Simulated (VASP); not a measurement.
## SbSe2 with PBE: from relaxation to properties

What structure does SbSe2 take at this level, and what are its properties? The steps: relaxing cell and atoms (PBE), second relaxation, density, ELF and potential (PBE), band structure (PBE), density of states (PBE), volume scan with PBE, fit for PBE and bands along the symmetry lines (TB-mBJ). The cell is invented: it takes the structure of COD entry 1538289, VSe2 (space group 164 there), with some of its atoms replaced by other elements, volume scaled by an estimate. It may not be a known or stable phase.

Main program and level: VASP 6.6.1; PBE; plane waves and PAW (Sb, Se), in the first sound run; inputs show where later runs differ.

## (1) The structure

Before any relaxation, the start is as follows. Symmetry: P-3m1, No. 164, trigonal system. Conventional cell: a = 3.669 Å, b = 3.669 Å, c = 6.708 Å, α = 90.00°, β = 90.00°, γ = 120.00°. Nearest to Sb lie 6 Se at 2.70 Å. Nearest to Se lie 3 Sb at 2.70 Å. It derives from VSe2. it takes the structure of COD entry 1538289, VSe2 (space group 164 there), with some of its atoms replaced by other elements, volume scaled by an estimate. Farther neighbours and most contacts between anions are not listed.

As a file:

```cif
data_structure
_symmetry_space_group_name_H-M 'P-3m1'
_symmetry_Int_Tables_number 164
_cell_length_a 3.6688
_cell_length_b 3.6688
_cell_length_c 6.7078
_cell_angle_alpha 90.000
_cell_angle_beta 90.000
_cell_angle_gamma 120.000
_cell_volume 78.19
loop_
_atom_site_label
_atom_site_type_symbol
_atom_site_symmetry_multiplicity
_atom_site_Wyckoff_symbol
_atom_site_fract_x
_atom_site_fract_y
_atom_site_fract_z
_atom_site_occupancy
Sb1 Sb 1 a 0.00000 0.00000 0.00000 1
Se1 Se 2 d 0.33333 0.66667 0.25000 1
```

## (2) Relaxing cell and atoms (PBE)

Properties are meant for the cell that this level of theory prefers, so cell and atoms are relaxed first (ISIF = 3) until forces and stress are small; EDIFFG sets the threshold. PBE, the usual starting point, adds the gradient of the density.

The input, INCAR:

```
SYSTEM = SbSe2
PREC = Accurate
ENCUT = 400
EDIFF = 1E-06
NELM = 100
ISMEAR = 0
SIGMA = 0.05
LREAL = .FALSE.
ALGO = Normal
GGA = PE
LORBIT = 11
LWAVE = .FALSE.
LCHARG = .FALSE.
IBRION = 2
NSW = 60
ISIF = 3
EDIFFG = -0.01
```

The input, POSCAR:

```
SbSe2
1.0
    3.6688410000      0.0000000000      0.0000000000
   -1.8344200000      3.1773090000      0.0000000000
    0.0000000000      0.0000000000      6.7078000000
Sb Se
1 2
Direct
    0.0000000000      0.0000000000      0.0000000000
    0.3333333300      0.6666666700      0.2500000000
    0.6666666700      0.3333333300      0.7500000000
```

The input, KPOINTS:

```
Automatic mesh
0
Gamma
7 7 4
0 0 0
```

PAW data sets: Sb and Se (PBE family, release 64).

Launch:

```console
$ mpirun -np 1 vasp_std
```

The program printed:

```text
[banner, memory and clock lines left out]
running    1 mpi-ranks, on    1 nodes
 distrk:  each k-point on    1 cores,    1 groups
 distr:  one band on    1 cores,    1 groups

 POSCAR found type information on POSCAR SbSe
 POSCAR found :  2 types and       3 ions
 LDA part: xc-table for (Slater+PW92), standard interpolation
 POSCAR, INCAR and KPOINTS ok, starting setup
 FFT: planning ... GRIDC
 FFT: planning ... GRID_SOFT
 FFT: planning ... GRID
 WAVECAR not read
 entering main loop
       N       E                     dE             d eps       ncg     rms          rms(c)
DAV:   1     0.788256175507E+02    0.78826E+02   -0.53184E+03   672   0.883E+02
DAV:   2    -0.588086342354E+01   -0.84706E+02   -0.80344E+02   932   0.178E+02
DAV:   3    -0.114697336054E+02   -0.55889E+01   -0.54684E+01   832   0.517E+01
DAV:   4    -0.115545737941E+02   -0.84840E-01   -0.84397E-01   808   0.693E+00
DAV:   5    -0.115557904672E+02   -0.12167E-02   -0.12165E-02   796   0.849E-01    0.553E+00
DAV:   6    -0.113411545795E+02    0.21464E+00   -0.29619E-01   688   0.426E+00    0.367E+00
DAV:   7    -0.113365114402E+02    0.46431E-02   -0.15689E-01   736   0.233E+00    0.109E+00
DAV:   8    -0.113359868384E+02    0.52460E-03   -0.43751E-03   800   0.608E-01    0.397E-01
DAV:   9    -0.113363382328E+02   -0.35139E-03   -0.14854E-03   700   0.309E-01    0.116E-01
DAV:  10    -0.113363197554E+02    0.18477E-04   -0.64221E-05   820   0.584E-02    0.404E-02
DAV:  11    -0.113363321425E+02   -0.12387E-04   -0.34019E-05   728   0.468E-02    0.965E-03
DAV:  12    -0.113363310942E+02    0.10483E-05   -0.42233E-06   772   0.154E-02    0.616E-03
DAV:  13    -0.113363310991E+02   -0.48575E-08   -0.11100E-06   372   0.762E-03
   1 F= -.11336331E+02 E0= -.11334900E+02  d E =-.113363E+02
 curvature:   0.00 expect dE= 0.000E+00 dE for cont linesearch  0.000E+00
 trial: gam= 0.00000 g(F)=  0.600E-01 g(S)=  0.775E+00 ort = 0.000E+00 (trialstep = 0.100E+01)
 search vector abs. value=  0.835E+00
 bond charge predicted
       N       E                     dE             d eps       ncg     rms          rms(c)
DAV:   1    -0.128121103263E+02   -0.14758E+01   -0.35469E+01   696   0.351E+01    0.563E+00
DAV:   2    -0.117801884246E+02    0.10319E+01   -0.17407E+00   676   0.940E+00    0.247E+00
DAV:   3    -0.114925347305E+02    0.28765E+00   -0.69043E-01   684   0.489E+00    0.979E-01
DAV:   4    -0.114599485211E+02    0.32586E-01   -0.65747E-02   732   0.155E+00    0.441E-01
DAV:   5    -0.114589248997E+02    0.10236E-02   -0.41164E-03   760   0.425E-01    0.223E-01
DAV:   6    -0.114590907802E+02   -0.16588E-03   -0.11854E-03   724   0.233E-01    0.601E-02
DAV:   7    -0.114591155097E+02   -0.24729E-04   -0.71803E-05   756   0.630E-02    0.207E-02
DAV:   8    -0.114591176247E+02   -0.21150E-05   -0.20651E-05   696   0.312E-02    0.794E-03
DAV:   9    -0.114591215504E+02   -0.39257E-05   -0.51498E-06   748   0.160E-02    0.348E-03
DAV:  10    -0.114591214832E+02    0.67251E-07   -0.23112E-07   336   0.328E-03
   2 F= -.11459121E+02 E0= -.11457152E+02  d E =-.122790E+00
[... from here on, the cycles between the ionic steps are left out ...]
   3 F= -.11558476E+02 E0= -.11556604E+02  d E =-.222145E+00
   4 F= -.11583456E+02 E0= -.11580514E+02  d E =-.249799E-01
   5 F= -.11589853E+02 E0= -.11586957E+02  d E =-.313773E-01
   6 F= -.11589855E+02 E0= -.11586922E+02  d E =-.313791E-01
   7 F= -.11589908E+02 E0= -.11586960E+02  d E =-.529689E-04
   8 F= -.11589984E+02 E0= -.11586995E+02  d E =-.128947E-03
   9 F= -.11590001E+02 E0= -.11587011E+02  d E =-.172538E-04
  10 F= -.11590052E+02 E0= -.11587056E+02  d E =-.683411E-04
  11 F= -.11590153E+02 E0= -.11587147E+02  d E =-.168860E-03
  12 F= -.11590346E+02 E0= -.11587325E+02  d E =-.362316E-03
  13 F= -.11590703E+02 E0= -.11587669E+02  d E =-.718729E-03
  14 F= -.11591275E+02 E0= -.11588297E+02  d E =-.129128E-02
  15 F= -.11591616E+02 E0= -.11589084E+02  d E =-.163174E-02
  16 F= -.11591674E+02 E0= -.11589184E+02  d E =-.586225E-04
  17 F= -.11591826E+02 E0= -.11589470E+02  d E =-.210812E-03
  18 F= -.11592006E+02 E0= -.11589932E+02  d E =-.390750E-03
  19 F= -.11592022E+02 E0= -.11590050E+02  d E =-.406190E-03
  20 F= -.11592171E+02 E0= -.11590195E+02  d E =-.148800E-03
  21 F= -.11592490E+02 E0= -.11590504E+02  d E =-.467976E-03
  22 F= -.11592563E+02 E0= -.11590564E+02  d E =-.541474E-03
  23 F= -.11592624E+02 E0= -.11590629E+02  d E =-.602371E-03
  24 F= -.11592721E+02 E0= -.11590731E+02  d E =-.968446E-04
 trial-energy change:   -0.000097  1 .order   -0.000098   -0.000112   -0.000084
 step:   1.3472(harm=  1.3472)  dis= 0.00086  next Energy=   -11.592845 (dE=-0.221E-03)
 bond charge predicted
       N       E                     dE             d eps       ncg     rms          rms(c)
DAV:   1    -0.115931880337E+02   -0.46615E-03   -0.22467E-02   672   0.909E-01    0.103E-01
DAV:   2    -0.115928899061E+02    0.29813E-03   -0.82514E-04   732   0.227E-01    0.468E-02
DAV:   3    -0.115928203964E+02    0.69510E-04   -0.19649E-04   768   0.859E-02    0.178E-02
DAV:   4    -0.115928112502E+02    0.91462E-05   -0.23434E-05   716   0.364E-02    0.771E-03
DAV:   5    -0.115928112138E+02    0.36419E-07   -0.50038E-06   728   0.154E-02
  25 F= -.11592811E+02 E0= -.11590840E+02  d E =-.187129E-03
 curvature:  -1.04 expect dE=-0.206E-04 dE for cont linesearch -0.869E-05
 trial: gam= 0.00000 g(F)=  0.285E-05 g(S)=  0.170E-04 ort =-0.650E-04 (trialstep = 0.543E+00)
 search vector abs. value=  0.198E-04
 reached required accuracy - stopping structural energy minimisation
```

Elapsed: 4 min, on 1 MPI rank of AMD EPYC 7R43, shared host; peak memory 0.14 GiB.

The logs omit lines about the potential files and the build; timing stands in the text.

OUTCAR, selected parts (step 2):

```text
ion  position               nearest neighbor table
   1  0.000  0.000  0.000-   2 2.70   3 2.70   3 2.70   2 2.70   3 2.70   2 2.70
   2  0.333  0.667  0.250-   1 2.70   1 2.70   1 2.70
   3  0.667  0.333  0.750-   1 2.70   1 2.70   1 2.70

  LATTYP: Found a hexagonal cell.
 ALAT       =     3.6688410000
 C/A-ratio  =     1.8283158087

 Subroutine GETGRP returns: Found 12 space group operations
 (whereof 12 operations were pure point group operations)

The static configuration has the point symmetry D_3d.

 Found     28 irreducible k-points:

   k-points           NKPTS =     28   k-points in BZ     NKDIM =     28   number of bands    NBANDS=     12

   dimension x,y,z NGX =    24 NGY =   24 NGZ =   48
   dimension x,y,z NGXF=    48 NGYF=   48 NGZF=   96

   ENCUT  =  400.0 eV  29.40 Ry    5.42 a.u.   5.98  5.98 10.94*2*pi/ulx,y,z

   NELECT =      17.0000    total number of electrons

 k-points in reciprocal lattice and weights: Automatic mesh
   0.00000000  0.00000000  0.00000000       0.005
   0.14285714  0.00000000  0.00000000       0.031
   0.28571429  0.00000000  0.00000000       0.031
   0.42857143  0.00000000  0.00000000       0.031
   0.14285714  0.14285714  0.00000000       0.031
   0.28571429  0.14285714  0.00000000       0.061
   0.42857143  0.14285714  0.00000000       0.031
   0.28571429  0.28571429  0.00000000       0.031
   0.00000000  0.00000000  0.25000000       0.010
[...]
0.42857143  0.14285714  0.50000000       0.031
   0.28571429  0.28571429  0.50000000       0.031

 average (electrostatic) potential at core
       1 -89.3741       2 -54.1531       3 -54.1531

 E-fermi :   3.9989

 k-point     1 :       0.0000    0.0000    0.0000
  band No.  band energies     occupation
    ...
      5       2.5774      2.00000
      6       2.6807      2.00000
      7       3.0720      2.00000
      8       3.0720      2.00000
      9       3.1621      2.00000
     10       5.7873      0.00000
     11       6.5934      0.00000
     12       6.5934      0.00000

 k-point     2 :       0.1429    0.0000    0.0000
  band No.  band energies     occupation
    ...
      4       0.9250      2.00000
      5       1.8184      2.00000
      6       1.9891      2.00000
      7       3.0415      2.00000
      8       3.2672      2.00000
      9       4.3996      0.00000
     10       6.0057      0.00000
     11       6.7708      0.00000
     12       6.8344      0.00000

 k-point     3 :       0.2857    0.0000    0.0000
  band No.  band energies     occupation
    ...
      4      -0.4148      2.00000
      5       0.6607      2.00000
      6       1.2660      2.00000
      7       2.7077      2.00000
      8       3.2010      2.00000
      9       4.0582      0.09322
     10       6.1943      0.00000
     11       7.1396      0.00000
     12       7.7593      0.00000

  Total        0.0216435      0.0216435      0.0109553      0.0000000     -0.0000000      0.0000000
  in kB        0.4123546      0.4123545      0.2087218      0.0000001     -0.0000000      0.0000000
  external PRESSURE =       0.3444770 kB  Pullay stress =       0.0000000 kB

  energy-cutoff  :      400.00
  volume of cell :       84.09
      direct lattice vectors                 reciprocal lattice vectors
     3.889166770  0.000000036 -0.000000000     0.257124483  0.148450874 -0.000000000
    -1.944582824  3.368116603 -0.000000000    -0.000000003  0.296901833 -0.000000000
    -0.000000000  0.000000000  6.419822419     0.000000000  0.000000000  0.155767549

 POSITION                                       TOTAL-FORCE (eV/Angst)
 -----------------------------------------------------------------------------------
     -0.00000      0.00000      0.00000        -0.000000      0.000000      0.000000
      0.00000      2.24541      1.68310        -0.000000      0.000000      0.005433
      1.94458      1.12271      4.73672         0.000000     -0.000000     -0.005433
 -----------------------------------------------------------------------------------
    total drift:                               -0.000000      0.000000      0.000000

  FREE ENERGIE OF THE ION-ELECTRON SYSTEM (eV)
  ---------------------------------------------------
  free  energy   TOTEN  =       -11.5928112138 eV

  energy  without entropy=      -11.5888695502  energy(sigma->0) =      -11.59084038

 reached required accuracy - stopping structural energy minimisation

 total charge
# of ion       s       p       d       tot
------------------------------------------
    1        1.232   0.958   0.083   2.273
    2        1.494   2.237   0.027   3.758
    3        1.494   2.237   0.027   3.758
--------------------------------------------------
tot          4.220   5.431   0.137   9.788

[... 3 further parts left out ...]
```

CONTCAR:

```
SbSe2
   1.00000000000000
     3.8891667697788077    0.0000000356053352   -0.0000000000000004
    -1.9445828240276666    3.3681166026883553   -0.0000000000000000
    -0.0000000000000000    0.0000000000000004    6.4198224186727613
  Sb              Se
     1     2
Direct
     0.0000000000000000    0.0000000000000000    0.0000000000000000
     0.3333333300000021    0.6666666699999979    0.2621724082588439
     0.6666666699999979    0.3333333300000021    0.7378275917411559
```

This run has no spin polarisation. Its electron count is odd, so without a moment it is a metal by construction. The k-mesh is coarse for a metal. The bonds form layers, held to each other by dispersion, which PBE lacks, so the spacing between them is unreliable. The run keeps the 12 symmetry operations of its start, so it cannot find a distortion of lower symmetry.

Relaxation path (22 of 25):

| step | energy less that of the first step (eV) | largest force (eV/Å) | pressure (GPa) | volume (Å³) |
| --- | --- | --- | --- | --- |
| 1 | 0.0000 | 0.7883 | 8.00 | 78.19 |
| 2 | -0.1228 | 0.8272 | -3.93 | 93.83 |
| 3 | -0.2221 | 0.2711 | -0.16 | 86.90 |
| 4 | -0.2471 | 0.0964 | -0.08 | 87.27 |
| 6 | -0.2535 | 0.0210 | 0.00 | 87.56 |
| 7 | -0.2536 | 0.0159 | -0.03 | 87.56 |
| 8 | -0.2537 | 0.0006 | -0.14 | 87.59 |
| 9 | -0.2537 | 0.0010 | -0.15 | 87.57 |
| 10 | -0.2537 | 0.0017 | -0.14 | 87.52 |
| 11 | -0.2538 | 0.0035 | -0.13 | 87.43 |
| 12 | -0.2540 | 0.0074 | -0.12 | 87.25 |
| 14 | -0.2549 | 0.0348 | 0.00 | 86.15 |
| 15 | -0.2553 | 0.0744 | 0.19 | 84.68 |
| 16 | -0.2553 | 0.0730 | 0.18 | 84.62 |
| 17 | -0.2555 | 0.0686 | 0.16 | 84.41 |
| 18 | -0.2557 | 0.0577 | 0.14 | 84.01 |
| 19 | -0.2557 | 0.0525 | 0.12 | 83.86 |
| 20 | -0.2558 | 0.0453 | 0.09 | 83.93 |
| 22 | -0.2562 | 0.0207 | -0.22 | 84.47 |
| 23 | -0.2563 | 0.0026 | -0.13 | 84.32 |
| 24 | -0.2564 | 0.0002 | -0.10 | 84.26 |
| 25 | -0.2565 | 0.0054 | 0.03 | 84.09 |

| conventional cell, symmetrised | before | after | change |
| --- | --- | --- | --- |
| a (Å) | 3.669 | 3.889 | +6.0 % |
| b (Å) | 3.669 | 3.889 | +6.0 % |
| c (Å) | 6.708 | 6.420 | -4.3 % |
| volume (Å³/atom) | 26.06 | 28.03 | +7.5 % |

The atoms that moved most (Å, as changes of fractional coordinates times the final cell):

| atom | dx | dy | dz | length |
| --- | --- | --- | --- | --- |
| Se2 | 0.000 | 0.000 | 0.078 | 0.078 |
| Se3 | 0.000 | 0.000 | -0.078 | 0.078 |

The relaxed structure:

```xyz
3
Lattice="3.8892 0.0000 0.0000 -1.9446 3.3681 0.0000 0.0000 0.0000 6.4198" Properties=species:S:1:pos:R:3 pbc="T T T"
Sb    0.0000    0.0000    0.0000
Se    0.0000    2.2454    1.6831
Se    1.9446    1.1227    4.7367
```

Numbers from this step:

```yaml
electrons: 17
bands: 12
irreducible_k_points: 28
symmetry_operations: 12
free_energy_toten: -11.59 eV
energy_at_zero_smearing: -11.59 eV
fermi_energy: 3.999 eV
pressure: 0.03445 GPa
metallic: yes
scf_cycles_over_all_ionic_steps: 146
```

It ends with a largest force of 0.005 eV/Å and a pressure of 0.03 GPa.

## (3) Second relaxation

A relaxation keeps the plane waves of the cell it began with, so it is repeated from the new cell, on a basis made for it.

INCAR is that of step 2.

The input, POSCAR:

```
SbSe2
1.0
    3.8891667698      0.0000000356      0.0000000000
   -1.9445828240      3.3681166027      0.0000000000
    0.0000000000      0.0000000000      6.4198224187
Sb Se
1 2
Direct
    0.0000000000      0.0000000000      0.0000000000
    0.3333333300      0.6666666700      0.2621724083
    0.6666666700      0.3333333300      0.7378275917
```

KPOINTS is that of step 2.

Launch:

```console
$ mpirun -np 1 vasp_std
```

The program printed:

```text
[... set-up lines as in an earlier step ...]
 entering main loop
       N       E                     dE             d eps       ncg     rms          rms(c)
DAV:   1     0.742406713952E+02    0.74241E+02   -0.53266E+03   672   0.884E+02
DAV:   2    -0.629319296990E+01   -0.80534E+02   -0.77485E+02   956   0.170E+02
DAV:   3    -0.117694973293E+02   -0.54763E+01   -0.53691E+01   836   0.502E+01
DAV:   4    -0.118417744943E+02   -0.72277E-01   -0.72111E-01   744   0.654E+00
DAV:   5    -0.118427691533E+02   -0.99466E-03   -0.99446E-03   804   0.782E-01    0.462E+00
DAV:   6    -0.115894416902E+02    0.25333E+00   -0.35675E-01   684   0.466E+00    0.305E+00
DAV:   7    -0.115930599454E+02   -0.36183E-02   -0.14974E-01   740   0.224E+00    0.113E+00
DAV:   8    -0.115934522144E+02   -0.39227E-03   -0.40561E-03   764   0.584E-01    0.389E-01
DAV:   9    -0.115939496913E+02   -0.49748E-03   -0.14945E-03   736   0.335E-01    0.971E-02
DAV:  10    -0.115939545255E+02   -0.48342E-05   -0.74033E-05   816   0.643E-02    0.418E-02
DAV:  11    -0.115939751319E+02   -0.20606E-04   -0.48536E-05   696   0.562E-02    0.124E-02
DAV:  12    -0.115939737472E+02    0.13847E-05   -0.74074E-06   716   0.205E-02    0.614E-03
DAV:  13    -0.115939738100E+02   -0.62817E-07   -0.17474E-06   428   0.931E-03
   1 F= -.11593974E+02 E0= -.11592003E+02  d E =-.115940E+02
 curvature:   0.00 expect dE= 0.000E+00 dE for cont linesearch  0.000E+00
 trial: gam= 0.00000 g(F)=  0.228E-05 g(S)=  0.135E-04 ort = 0.000E+00 (trialstep = 0.100E+01)
 search vector abs. value=  0.158E-04
 reached required accuracy - stopping structural energy minimisation
```

It took 28 s on 1 MPI rank; peak memory 0.15 GiB.

OUTCAR, selected parts (step 3):

```text
  LATTYP: Found a hexagonal cell.
 ALAT       =     3.8891667698
 C/A-ratio  =     1.6506935286

The static configuration has the point symmetry D_3d.

 Found     28 irreducible k-points:

   dimension x,y,z NGX =    28 NGY =   28 NGZ =   42
   dimension x,y,z NGXF=    56 NGYF=   56 NGZF=   84

   ENCUT  =  400.0 eV  29.40 Ry    5.42 a.u.   6.34  6.34 10.47*2*pi/ulx,y,z

   NELECT =      17.0000    total number of electrons

 E-fermi :   3.9990

 k-point     1 :       0.0000    0.0000    0.0000
  band No.  band energies     occupation
    ...
      5       2.5775      2.00000
      6       2.6809      2.00000
      7       3.0721      2.00000
      8       3.0721      2.00000
      9       3.1623      2.00000
     10       5.7874      0.00000
     11       6.5935      0.00000
     12       6.5935      0.00000

 k-point     2 :       0.1429   -0.0000    0.0000
  band No.  band energies     occupation
    ...
      4       0.9251      2.00000
      5       1.8185      2.00000
      6       1.9892      2.00000
      7       3.0418      2.00000
      8       3.2674      2.00000
      9       4.3998      0.00000
     10       6.0057      0.00000
     11       6.7710      0.00000
     12       6.8345      0.00000

  Total        0.0197419      0.0197419      0.0078521      0.0000000     -0.0000000      0.0000000
  in kB        0.3761256      0.3761255      0.1495987      0.0000001     -0.0000000      0.0000000
  external PRESSURE =       0.3006166 kB  Pullay stress =       0.0000000 kB

  energy-cutoff  :      400.00
  volume of cell :       84.09
      direct lattice vectors                 reciprocal lattice vectors
     3.889166770  0.000000036  0.000000000     0.257124483  0.148450874  0.000000000
    -1.944582824  3.368116603  0.000000000    -0.000000003  0.296901833  0.000000000
     0.000000000  0.000000000  6.419822419     0.000000000  0.000000000  0.155767549

 POSITION                                       TOTAL-FORCE (eV/Angst)
 -----------------------------------------------------------------------------------
      0.00000      0.00000      0.00000        -0.000000      0.000000     -0.000000
      0.00000      2.24541      1.68310         0.000000      0.000000      0.004858
      1.94458      1.12271      4.73672        -0.000000     -0.000000     -0.004858
 -----------------------------------------------------------------------------------
    total drift:                               -0.000000     -0.000000      0.000000

  FREE ENERGIE OF THE ION-ELECTRON SYSTEM (eV)
  ---------------------------------------------------
  free  energy   TOTEN  =       -11.5939738100 eV

  energy  without entropy=      -11.5900331016  energy(sigma->0) =      -11.59200346

 total charge
# of ion       s       p       d       tot
------------------------------------------
    1        1.232   0.957   0.083   2.273
    2        1.494   2.237   0.027   3.758
    3        1.494   2.237   0.027   3.758
--------------------------------------------------
tot          4.220   5.432   0.137   9.788

[... 3 parts as in an earlier step ...]

[... 7 further parts left out ...]
```

Little changed from the start: no atom moved by 0.005 Å and no cell edge by 0.1 %.

Numbers from this step:

| Quantity | Value |
| --- | --- |
| pressure | 0.03006 GPa |
| SCF cycles over all ionic steps | 13 |

It ends with a largest force of 0.005 eV/Å and a pressure of 0.03 GPa. The volume moved by under 0.01 %: the run met its threshold at the first step.

(Continued in part 2 of 4.)

[Lines on the potential files, build, host, timing and source positions are cut from VASP's logs without a mark.]

[Logs are printed without paths, hosts, clocks, repeated set-up lines and the standing remarks that a program may print on its own settings, such as how far it seeks lower states.]

[Hosts, paths, dates, database ids (printed as entryN), source tags and the programs' standing remarks are cut or masked in the printed files.]

[A measured line is paired with the nearest computed mode of its activity, which favours agreement.]
